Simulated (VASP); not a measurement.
Output of a VASP run:

File OSZICAR:
```
...
       N       E                     dE             d eps       ncg     rms          rms(c)
DAV:   1    -0.712153633912E+01   -0.18714E-03   -0.29097E-03   460   0.274E-01    0.688E-02
DAV:   2    -0.712139847218E+01    0.13787E-03   -0.21742E-04   432   0.856E-02    0.285E-02
DAV:   3    -0.712136440021E+01    0.34072E-04   -0.10228E-04   444   0.497E-02    0.192E-02
DAV:   4    -0.712136376575E+01    0.63446E-06   -0.14947E-06   396   0.104E-02
   3 F= -.71213638E+01 E0= -.71213638E+01  d E =-.458823E-03
       N       E                     dE             d eps       ncg     rms          rms(c)
DAV:   1    -0.712194924469E+01   -0.58484E-03   -0.11336E-02   452   0.541E-01    0.138E-01
DAV:   2    -0.712140091243E+01    0.54833E-03   -0.86466E-04   416   0.171E-01    0.575E-02
DAV:   3    -0.712127084720E+01    0.13007E-03   -0.40397E-04   440   0.988E-02    0.376E-02
DAV:   4    -0.712126887473E+01    0.19725E-05   -0.72178E-06   556   0.208E-02    0.346E-02
DAV:   5    -0.712126401633E+01    0.48584E-05   -0.14336E-05   492   0.218E-02    0.993E-03
DAV:   6    -0.712126363076E+01    0.38557E-06   -0.54627E-07   296   0.560E-03
   4 F= -.71212636E+01 E0= -.71212636E+01  d E =-.358688E-03
       N       E                     dE             d eps       ncg     rms          rms(c)
DAV:   1    -0.712185518131E+01   -0.59116E-03   -0.85025E-03   456   0.468E-01    0.117E-01
DAV:   2    -0.712145329786E+01    0.40188E-03   -0.63344E-04   420   0.147E-01    0.481E-02
DAV:   3    -0.712136230762E+01    0.90990E-04   -0.29309E-04   444   0.844E-02    0.327E-02
DAV:   4    -0.712136158655E+01    0.72106E-06   -0.51791E-06   476   0.177E-02
   5 F= -.71213616E+01 E0= -.71213616E+01  d E =-.456644E-03
       N       E                     dE             d eps       ncg     rms          rms(c)
DAV:   1    -0.712136586589E+01   -0.35583E-05   -0.67998E-05   468   0.442E-02    0.183E-02
DAV:   2    -0.712136164291E+01    0.42230E-05   -0.63907E-06   428   0.144E-02    0.954E-03
DAV:   3    -0.712136113550E+01    0.50741E-06   -0.40074E-06   448   0.976E-03
   6 F= -.71213611E+01 E0= -.71213611E+01  d E =-.456193E-03
       N       E                     dE             d eps       ncg     rms          rms(c)
DAV:   1    -0.712151084835E+01   -0.14921E-03   -0.60515E-03   420   0.443E-01    0.350E-02
DAV:   2    -0.712148997977E+01    0.20869E-04   -0.24904E-04   488   0.106E-01    0.214E-02
DAV:   3    -0.712147850231E+01    0.11477E-04   -0.19736E-05   476   0.263E-02    0.834E-03
DAV:   4    -0.712147643717E+01    0.20651E-05   -0.23033E-06   344   0.911E-03    0.610E-03
DAV:   5    -0.712147579249E+01    0.64467E-06   -0.17842E-06   288   0.857E-03
   7 F= -.71214758E+01 E0= -.71214758E+01  d E =-.114657E-03
       N       E                     dE             d eps       ncg     rms          rms(c)
DAV:   1    -0.712203019342E+01   -0.55376E-03   -0.54330E-02   428   0.133E+00    0.103E-01
DAV:   2    -0.712182736224E+01    0.20283E-03   -0.22243E-03   488   0.316E-01    0.617E-02
DAV:   3    -0.712172481082E+01    0.10255E-03   -0.18016E-04   472   0.791E-02    0.262E-02
DAV:   4    -0.712170757527E+01    0.17236E-04   -0.25375E-05   508   0.280E-02    0.237E-02
DAV:   5    -0.712170383298E+01    0.37423E-05   -0.10758E-05   516   0.198E-02    0.776E-03
DAV:   6    -0.712170403408E+01   -0.20111E-06   -0.39840E-07   296   0.548E-03
   8 F= -.71217040E+01 E0= -.71217040E+01  d E =-.342899E-03
```

### OUTCAR
```
------------------------ aborting loop because EDIFF is reached ----------------------------------------
  FORCE on cell =-STRESS in cart. coord.  units (eV):
  Direction    XX          YY          ZZ          XY          YZ          ZX
  --------------------------------------------------------------------------------------
  Total       -0.0317767     -0.0317767      0.0462865      0.0000000      0.0000000      0.0000000
  in kB       -0.3908079     -0.3908078      0.5692582      0.0000000      0.0000000      0.0000000
  external PRESSURE =      -0.0707859 kB  Pullay stress =       0.0000000 kB
  volume of cell :      130.27
      direct lattice vectors                 reciprocal lattice vectors
     2.141433310 -3.709070830  0.000000000     0.233488476 -0.134804651  0.000000000
     2.141433310  3.709070830 -0.000000000     0.233488476  0.134804651  0.000000000
    -0.000000000  0.000000000  8.200798840     0.000000000  0.000000000  0.121939340
 POSITION                                       TOTAL-FORCE (eV/Angst)
 -----------------------------------------------------------------------------------
      0.00000      0.00000      0.00000         0.000000      0.000000      0.000000
      2.14143      1.23636      1.67627         0.000000     -0.000000     -0.016853
      2.14143     -1.23636      6.52453        -0.000000      0.000000      0.016853
 -----------------------------------------------------------------------------------
    total drift:                                0.000000      0.000000      0.000000
  FREE ENERGIE OF THE ION-ELECTRON SYSTEM (eV)
  ---------------------------------------------------
  free  energy   TOTEN  =        -7.1217040341 eV

  energy  without entropy=       -7.1217040341  energy(sigma->0) =       -7.12170403

 reached required accuracy - stopping structural energy minimisation
```
(Selected blocks of OUTCAR.)

POSCAR:
```
MgI2
1
    2.1322839693    -3.6932237130     0.0000000000
    2.1322839693     3.6932237130     0.0000000000
   -0.0000000000    -0.0000000000     8.1774552084
Mg I
1 2
Direct
  0.0000000000   0.0000000000   0.0000000000
  0.3333330000   0.6666670000   0.2053223953
  0.6666670000   0.3333330000   0.7946776047
```

Question: Reconstruct the remaining input files.

Answer: This is not unique; one that fits is the input of the run itself, RPBE GGA, plane waves, VASP's PBE PAW potentials (set 64).

**INCAR**
```
# general
SYSTEM   =  MgI2
PREC     =  Accurate
ENCUT    =  520
LREAL    =  .False.
LASPH    =  .True.

# electronic loop
EDIFF    =  1E-6
NELM     =  100
ALGO     =  Normal
LMAXMIX  =  4

# smearing
ISMEAR   =  0
SIGMA    =  0.05

# functional
GGA      =  RP

# ions
IBRION   =  2
NSW      =  60
ISIF     =  3
EDIFFG   =  -0.02

# output
LWAVE    =  .False.
LCHARG   =  .False.
```

### KPOINTS
```
K-points
0
G
  6 6 3
```

POTCAR, in this order: Mg I (PBE.64 set). Program: vasp_std.

Without a dispersion term in the relaxation, distances and binding between the weakly bound layers, chains or molecules are unreliable, and so is what depends on them.

The compound is MgI2 in the 1T layered structure. This run relaxes it. Symmetry was kept, so distortions that lower it aren't found. The start is the result of an earlier pass.
